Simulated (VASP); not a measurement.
```
CELL_PARAMETERS angstrom
      3.20592     0.00000     0.00000
      0.00000     3.20592     0.00000
      0.00000     0.00000     3.20592
ATOMIC_POSITIONS crystal
  Pb 0.00000 0.00000 0.00000
```

Method: r2SCAN meta-GGA with spin-orbit coupling, VASP's PBE PAW potentials (set 64) (plane waves; VASP 6.6.1). Numerical set-up: 400 eV cut-off, 10×10×10 Γ-centred mesh, Gaussian smearing of 0.050 eV, potentials Pb_d.

Give the energies of bands 11 to 18 at the high-symmetry points, in eV from the Fermi level.

| band | Γ | X | M | R |
|---|---|---|---|---|
| 11 | -11.63 | -9.00 | -6.43 | -3.75 |
| 12 | -11.63 | -9.00 | -6.43 | -3.75 |
| 13 | 3.91 | -4.09 | -2.41 | -0.98 |
| 14 | 3.91 | -4.09 | -2.41 | -0.98 |
| 15 | 6.10 | 6.83 | -1.30 | 0.99 |
| 16 | 6.10 | 6.83 | -1.30 | 0.99 |
| 17 | 6.10 | 8.78 | 4.11 | 0.99 |
| 18 | 6.10 | 8.78 | 4.11 | 0.99 |

It has no gap at this level: it comes out as a metal or semimetal.

The structure was generated: Pb was put into the simple-cubic type (Pm-3m), which need not be its known phase. It was relaxed first.
